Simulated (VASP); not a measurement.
Data:

```
CELL_PARAMETERS angstrom
      3.87400     0.00000     0.00000
      0.00000     3.87400     0.00000
      0.00000     0.00000     3.87400
ATOMIC_POSITIONS crystal
  Ti 0.00000 0.00000 0.00000
  Te 0.50000 0.50000 0.50000
```

The numbers are results of PBEsol GGA, VASP's PBE PAW potentials (set 64) (plane waves; VASP), not measurements. Numerical set-up: 400 eV cut-off, 9×9×9 Γ-centred mesh, first-order Methfessel-Paxton smearing of 0.10 eV, potentials Ti_sv Te.

Energy and stress use the plane-wave basis of the starting cell.

Question: The ions, cell shape and volume are relaxed. Give the cell that the relaxation ends in.

Answer: 
```
CELL_PARAMETERS angstrom
      3.37818     0.00000     0.00000
      0.00000     3.37818     0.00000
      0.00000     0.00000     3.37818
ATOMIC_POSITIONS crystal
  Ti 0.00000 0.00000 0.00000
  Te 0.50000 0.50000 0.50000
```
Space group Pm-3m (221), at a tolerance of 0.03 Å.

Question: How do energy and volume change from the first to the last step?

Answer: The energy (σ→0) changes by -776.4 meV/atom and the volume by -33.7 %, in 6 ionic steps.

The structure was generated: TiTe was put into the CsCl type type (Pm-3m), which need not be its known phase. This run relaxes it. Symmetry was kept, so distortions that lower it aren't found.
